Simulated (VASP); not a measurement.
KBr (rock salt) is relaxed at rising pressure, each step from the one before. Symmetry mostly holds the structure type, and other phases were not tried. The mesh follows the cell, and a change of mesh leaves a small step in the series.

Consider the following.

```cif
data_Br4K4
_chemical_formula_sum 'K4 Br4'
_space_group_name_H-M_alt 'Fm-3m'
_space_group_IT_number 225
_space_group_name_Hall '-F 4 2 3'
_cell_length_a 6.37959
_cell_length_b 6.37959
_cell_length_c 6.37959
_cell_angle_alpha 90.000
_cell_angle_beta 90.000
_cell_angle_gamma 90.000
loop_
_atom_site_label
_atom_site_type_symbol
_atom_site_symmetry_multiplicity
_atom_site_Wyckoff_symbol
_atom_site_fract_x
_atom_site_fract_y
_atom_site_fract_z
_atom_site_occupancy
K1 K 4 a 0.00000 0.00000 0.00000 1
Br1 Br 4 b 0.50000 0.50000 0.50000 1
```
(The calculation used a cell of 2 atoms; values per cell refer to that cell.)

All values below come from LDA (Ceperley-Alder, Perdew-Zunger), VASP's LDA PAW potentials (set 64) (plane waves; VASP). Settings: 500 eV cut-off, 7×7×7 Γ-centred mesh, Gaussian smearing of 0.050 eV, potentials K_sv Br.

```
P (GPa)  V (Å³/atom)  H − H(0) (eV/atom)  space group  k-mesh
-------  -----------  ------------------  -----------  ------
0              32.46               0.000        Fm-3m   7×7×7
5              27.60               0.926        Fm-3m   8×8×8
10             25.08               1.745        Fm-3m   8×8×8
20             22.17               3.211        Fm-3m   8×8×8
30             20.38               4.536        Fm-3m   8×8×8
45             18.54               6.352        Fm-3m   9×9×9
```

Pressures at which the relaxation failed are left out.

The compound is KBr in the rock salt structure.
